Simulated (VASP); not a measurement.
Runs of VASP 6.6.1 on LiH2. All rows change the cell; the cell of one of them follows. Symmetry: Fd-3m, No. 227, cubic system. The conventional cell has a = 5.349 Å, b = 5.349 Å, c = 5.349 Å, α = 90.00°, β = 90.00°, γ = 90.00°. Li (site symmetry -43m) is surrounded by 12 H at 2.22 Å and 4 Li at 2.32 Å. H (site symmetry -3m) has 6 H at 1.89 Å as nearest neighbours. The cell was built by a generator and needn't be a form met in nature.

```csv
task,cell,k mesh,cutoff (eV),gap on the mesh (eV),pressure (GPa),relaxed volume (Å³/atom)
single point,"species swapped into the PbAu2 type (Fd-3m, No. 227)",12 × 12 × 12,520,none,-,-
single point,"species swapped into the PbAu2 type (Fd-3m, No. 227)",6 × 6 × 6,520,none,-,-
relaxation of cell and atoms,"relaxed from: species swapped into the PbAu2 type (Fd-3m, No. 227)",6 × 6 × 6,600,none,-0.3,6.43
relaxation of cell and atoms,"relaxed from: species swapped into the PbAu2 type (Fd-3m, No. 227)",12 × 12 × 12,600,none,-0.2,(a)
```

Alike in all rows: level PBE; potentials or basis VASP PAW PBE potentials, release 64 (Li_sv, H); no spin polarisation; smearing gaussian 0.1 eV.

Problem. Estimate the missing entries.

Solution. (a) 6.38.

Caveats: the cutoff is under 1.25 times the usual one of these potentials, so pressure, stress and relaxed cells hold a basis-set (Pulay) error; the volume moved by over 15 % at a fixed basis, so the end points are rough (some runs).

A gap of «none» marks a metal or a gap under the smearing width.
